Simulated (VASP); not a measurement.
Input of a VASP 6.6.1 run:

The input INCAR:

```
PREC = Accurate
ENCUT = 600
EDIFF = 1E-6
ISMEAR = 0
SIGMA = 0.1
LREAL = False
LASPH = True
NELM = 60
ALGO = Normal
ISIF = 3
LWAVE = False
LCHARG = False
GGA = PE
IBRION = 2
NSW = 90
EDIFFG = -0.04
```

Contents of KPOINTS:

```
Automatic mesh
0
Gamma
  4 4 4
```

File POSCAR:

```
CsLi2
1.0
    0.0000000000      3.5840792200      3.5840792200
    3.5840792200      0.0000000000      3.5840792200
    3.5840792200      3.5840792200      0.0000000000
Cs Li
1 2
Direct
    0.0000000000      0.0000000000      0.0000000000
    0.7500000000      0.7500000000      0.7500000000
    0.2500000000      0.2500000000      0.2500000000
```

Potentials or basis: VASP PAW PBE potentials, release 64 (Cs_sv, Li_sv).

Run with:

```bash
$ cat potpaw_PBE.64/Cs_sv/POTCAR potpaw_PBE.64/Li_sv/POTCAR > POTCAR
$ mpirun -np 1 vasp_std > vasp.out
```

(1) Estimate the relaxed volume.

(2) Predict the band gap on the k mesh.

(3) Estimate the space group after relaxing (to 0.05 Å).

Results:

(1) 53.82 Å³/atom.

(2) none (metal or under the smearing width).

(3) Fm-3m (No. 225).

Caveat: the k mesh is coarse (spacing up to 0.38 Å⁻¹), so the values aren't converged; the cutoff is under 1.25 times the usual one of these potentials, so pressure, stress and relaxed cells hold a basis-set (Pulay) error; the volume moved by over 15 % at a fixed basis, so the end points are rough.
